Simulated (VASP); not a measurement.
Computed with PBE GGA, VASP's PBE PAW potentials (set 64) (plane waves; VASP).

A VASP calculation is set up with these files.

### POSCAR
```
Tm
1.0
  1.7841230000  -3.1452920000   0.0000000000
  1.7841230000   3.1452920000   0.0000000000
  0.0000000000   0.0000000000   5.4315560000
Tm
2
Direct
  0.3333330000   0.6666670000   0.2500000000
  0.6920190000   0.3586850000   0.7500000000
```

KPOINTS:
```
Automatic
0
G
  11 11 6
```

**INCAR**
```
SYSTEM = Tm
PREC = Accurate
ENCUT = 400
EDIFF = 1E-6
NELM = 100
ALGO = Normal
LREAL = .FALSE.
LASPH = .TRUE.
ISMEAR = 1
SIGMA = 0.1
GGA = PE
LMAXMIX = 6
LWAVE = .FALSE.
LCHARG = .FALSE.
ISIF = 2
AMIX = 1.0
BMIX = 0.0001
IMIX = 4
```

POTCAR, in this order: Tm_3 (PBE.64 set). Program: vasp_std.

The 4f electrons are frozen in the core of the lanthanide potential, so 4f levels, which can set the real gap, and their magnetism are missing.

Q: Predict the energy per atom (σ→0), largest force, band gap (on the k-mesh).

A: 
```yaml
energy per atom (σ→0): -4.471 eV/atom
band gap (on the k-mesh): none (metal, semimetal or under 0.01 eV)
largest_force: 0.159 eV/Å
```

**OSZICAR**
```
...
DAV:   6    -0.893290496417E+01    0.19022E-03   -0.16298E-01  9654   0.463E+00    0.114E+01
DAV:   7    -0.895151102179E+01   -0.18606E-01   -0.49069E-02  9577   0.206E+00    0.768E-01
DAV:   8    -0.894102676353E+01    0.10484E-01   -0.38753E-02  9536   0.206E+00    0.151E-01
DAV:   9    -0.894085421615E+01    0.17255E-03   -0.18533E-03  8600   0.463E-01    0.674E-02
DAV:  10    -0.894085500413E+01   -0.78798E-06   -0.86996E-05  8973   0.102E-01    0.292E-02
DAV:  11    -0.894085890032E+01   -0.38962E-05   -0.15849E-05  8586   0.484E-02    0.131E-02
DAV:  12    -0.894085822006E+01    0.68026E-06   -0.15247E-06  4315   0.222E-02
   1 F= -.89408582E+01 E0= -.89413053E+01  d E =0.134123E-02
```

The compound is Tm in the hcp structure. The cell was not relaxed at this level, atoms are displaced from their ideal sites. The run is one of a series of settings (AMIX = 1.0, BMIX = 0.0001, IMIX = 4 against the base run), some of them coarse on purpose.
